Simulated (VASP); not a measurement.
All values below come from r2SCAN meta-GGA, VASP's PBE PAW potentials (set 64) (plane waves; VASP).

Input for VASP

File POSCAR:
```
Y
5.6752460
  0.3245842345  -0.5621964354   0.0000000000
  0.3245842345   0.5621964354   0.0000000000
  0.0000000000   0.0000000000   1.0000000761
Y
2
Cartesian
  0.3245842345   0.1873991866   0.2500000190
  0.3245842345  -0.1873991866   0.7500000571
```

INCAR:
```
! general
SYSTEM  = Y
PREC    = Accurate
ENCUT   = 480
LREAL   = F
LASPH   = T

! electronic loop
EDIFF   = 1E-7
NELM    = 100
ALGO    = Normal
LMAXMIX = 4
LMIXTAU = T

! smearing
ISMEAR  = 1
SIGMA   = 0.1

! functional
METAGGA = R2SCAN

! ions
ISIF    = 2

! output
LWAVE   = F
LCHARG  = F
```

### KPOINTS
```
Automatic mesh
0
Gamma
10 10 6
0 0 0
```

POTCAR, in this order: Y_sv (PBE.64 set). Program: vasp_std.

Output

File OSZICAR:
```
       N       E                     dE             d eps       ncg     rms          rms(c)
DAV:   1     0.564904513251E+02    0.56490E+02   -0.11505E+04  1680   0.135E+03
DAV:   2    -0.389761391020E+02   -0.95467E+02   -0.94422E+02  2114   0.287E+02
DAV:   3    -0.477591736646E+02   -0.87830E+01   -0.87292E+01  3273   0.493E+01
DAV:   4    -0.479514361832E+02   -0.19226E+00   -0.19224E+00  1911   0.867E+00
DAV:   5    -0.479582104059E+02   -0.67742E-02   -0.67742E-02  2393   0.115E+00    0.308E+01
DAV:   6    -0.422860386897E+02    0.56722E+01   -0.94535E+00  2128   0.151E+01    0.217E+01
DAV:   7    -0.402399078024E+02    0.20461E+01   -0.48331E+00  2912   0.121E+01    0.368E+00
DAV:   8    -0.394860318419E+02    0.75388E+00   -0.24481E+00  2886   0.108E+01    0.566E+00
DAV:   9    -0.402439946353E+02   -0.75796E+00   -0.15099E+00  1680   0.101E+01    0.463E+00
DAV:  10    -0.405313975772E+02   -0.28740E+00   -0.11553E-01  1750   0.382E+00    0.346E-01
DAV:  11    -0.405564949159E+02   -0.25097E-01   -0.81625E-02  1961   0.267E+00    0.121E+00
DAV:  12    -0.405412171360E+02    0.15278E-01   -0.91663E-03  1752   0.108E+00    0.299E-01
DAV:  13    -0.405472421184E+02   -0.60250E-02   -0.84330E-03  1764   0.897E-01    0.492E-01
DAV:  14    -0.405412824978E+02    0.59596E-02   -0.27952E-03  1694   0.557E-01    0.209E-01
DAV:  15    -0.405442292664E+02   -0.29468E-02   -0.17113E-03  1981   0.395E-01    0.573E-02
DAV:  16    -0.405446547202E+02   -0.42545E-03   -0.19123E-04  1911   0.166E-01    0.502E-02
DAV:  17    -0.405445934270E+02    0.61293E-04   -0.74925E-05  2436   0.661E-02    0.208E-02
DAV:  18    -0.405445886135E+02    0.48135E-05   -0.28652E-05  1813   0.447E-02    0.255E-02
DAV:  19    -0.405445851545E+02    0.34590E-05   -0.13802E-05  1764   0.386E-02    0.133E-02
DAV:  20    -0.405445948139E+02   -0.96595E-05   -0.29321E-06  2100   0.146E-02    0.844E-03
DAV:  21    -0.405445914980E+02    0.33160E-05   -0.17388E-07  1498   0.390E-03    0.720E-03
DAV:  22    -0.405445918608E+02   -0.36280E-06   -0.34564E-07  1358   0.581E-03    0.109E-03
DAV:  23    -0.405445859917E+02    0.58690E-05   -0.19149E-07  1316   0.438E-03    0.485E-04
DAV:  24    -0.405445875475E+02   -0.15558E-05   -0.34443E-08   952   0.187E-03    0.743E-04
DAV:  25    -0.405445872131E+02    0.33442E-06   -0.15172E-08   945   0.112E-03    0.429E-04
DAV:  26    -0.405445867485E+02    0.46455E-06   -0.14045E-08   924   0.982E-04    0.224E-04
DAV:  27    -0.405445869414E+02   -0.19285E-06   -0.32658E-09   924   0.458E-04    0.161E-04
DAV:  28    -0.405445869894E+02   -0.48045E-07   -0.12687E-09   882   0.264E-04
   1 F= -.40544587E+02 E0= -.40545137E+02  d E =0.164880E-02
```

**OUTCAR**
```
------------------------ aborting loop because EDIFF is reached ----------------------------------------
  FORCE on cell =-STRESS in cart. coord.  units (eV):
  Direction    XX          YY          ZZ          XY          YZ          ZX
  --------------------------------------------------------------------------------------
  Total       -0.0000197     -0.0000197     -0.0002669     -0.0000000      0.0000000      0.0000000
  in kB       -0.0004741     -0.0004741     -0.0064092     -0.0000000      0.0000000      0.0000000
  external PRESSURE =      -0.0024525 kB  Pullay stress =       0.0000000 kB
  volume of cell :       66.71
      direct lattice vectors                 reciprocal lattice vectors
     1.842095378 -3.190603071  0.000000000     0.271430028 -0.156710186  0.000000000
     1.842095378  3.190603071  0.000000000     0.271430028  0.156710186  0.000000000
     0.000000000  0.000000000  5.675246432     0.000000000  0.000000000  0.176203802
 POSITION                                       TOTAL-FORCE (eV/Angst)
 -----------------------------------------------------------------------------------
      1.84210      1.06354      1.41881        -0.000000     -0.000000      0.000000
      1.84210     -1.06354      4.25643         0.000000      0.000000      0.000000
 -----------------------------------------------------------------------------------
    total drift:                                0.000000      0.000515     -0.000010
  FREE ENERGIE OF THE ION-ELECTRON SYSTEM (eV)
  ---------------------------------------------------
  free  energy   TOTEN  =       -40.5445869894 eV

  energy  without entropy=      -40.5462357873  energy(sigma->0) =      -40.54513659
```
(Selected blocks of OUTCAR.)

The compound is Y in the hcp structure. It was relaxed first.
